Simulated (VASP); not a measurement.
```yaml
crystal:
  lattice:
    - [0.00000, 2.77492, 2.77492]
    - [2.77492, 0.00000, 2.77492]
    - [2.77492, 2.77492, 0.00000]
  atoms:
    - { symbol: Ag, position: [0.00000, 0.00000, 0.00000] }
    - { symbol: Cl, position: [0.50000, 0.50000, 0.50000] }
```

All values below come from PBE GGA, VASP's PBE PAW potentials (set 64) (plane waves; VASP). Run with 520 eV cut-off, 6×6×6 Γ-centred mesh, Gaussian smearing of 0.050 eV, potentials Ag Cl.

Question: Give the stress tensor in GPa (positive for a compressed cell).

Answer: 
```
1.39  0.00  0.00
0.00  1.39  0.00
0.00  0.00  1.39
```
The pressure is its mean diagonal, 1.39 GPa.

The compound is AgCl in the rock salt structure. The cell was not relaxed at this level.
